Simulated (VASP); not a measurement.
Here is the system:

```xyz
5
Lattice="6.2279 0.0000 0.0000 0.0000 6.2279 0.0000 0.0000 0.0000 6.2279" Properties=species:S:1:pos:R:3 pbc="T T T"
Cs     0.0000     0.0000     0.0000
Sn     3.1139     3.1139     3.1139
I      3.1139     0.0000     3.1139
I      0.0000     3.1139     3.1139
I      3.1139     3.1139     0.0000
```

All values below come from AM05 GGA, VASP's PBE PAW potentials (set 64) (plane waves; VASP). Run with 520 eV cut-off, 4×4×4 Γ-centred mesh, tetrahedra with Blöchl corrections, potentials Cs_sv Sn_d I.

Unless said otherwise, spin-orbit coupling is left out, though it shifts the bands of the heavy elements here.

Estimate the energy per atom (σ→0), band gap (on the k-mesh) with the smallest direct gap where there is one.

The band gap (on the k-mesh) comes out as 0.33 eV and the smallest direct gap (on the k-mesh) comes out as 0.33 eV. The energy per atom (σ→0) is -2.789 eV/atom.

The absolute energy has meaning only against runs of the same code, potentials and settings.

The compound is CsSnI3 in the cubic perovskite structure, the ideal cubic form; the compound distorts at low or room temperature. It was relaxed first.
